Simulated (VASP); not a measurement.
Ca (fcc): the lattice constant a from VASP (plane waves, PAW) at several levels of theory. Static lattice.

```
level        lattice constant a (Å)  error against measurement
-----------  ----------------------  -------------------------
LDA                           5.334                     -3.9 %
PBE                           5.527                     -0.5 %
RPBE                          5.622                     +1.2 %
AM05                          5.495                     -1.0 %
PBE-D3(BJ)                    5.441                     -2.0 %
optB88-vdW                    5.449                     -1.9 %
rev-vdW-DF2                   5.465                     -1.6 %
```

Measured: 5.553 Å at 0 K (as given by Gábor I. Csonka et al., Physical Review B (2009), arXiv:0903.4037; low-temperature or extrapolated to 0 K; zero-point anharmonic expansion removed).

The cell of the LDA run:

Ca is taken in the cubic space group Fm-3m (No. 225), the fcc (Cu type) structure, Pearson symbol cF4. Conventional cell: a = b = c = 5.3337 Å, α = β = γ = 90.00°. Ca on 4a is coordinated by 12 Ca at 3.771 Å (cuboctahedral). (Neighbours: up to the widest gap in distance over summed covalent radii, below 1.35, at either atom.)
(The calculation used a cell of 1 atom; values per cell refer to that cell.)

Only levels that ran to the end are used. Left out are those held back, those with too coarse a band path, GW runs whose mesh misses a band edge, hybrids' fits of cells that aren't cubic and levels without matching references; a question may draw on a part of the rest.

The compound is Ca in the fcc structure.
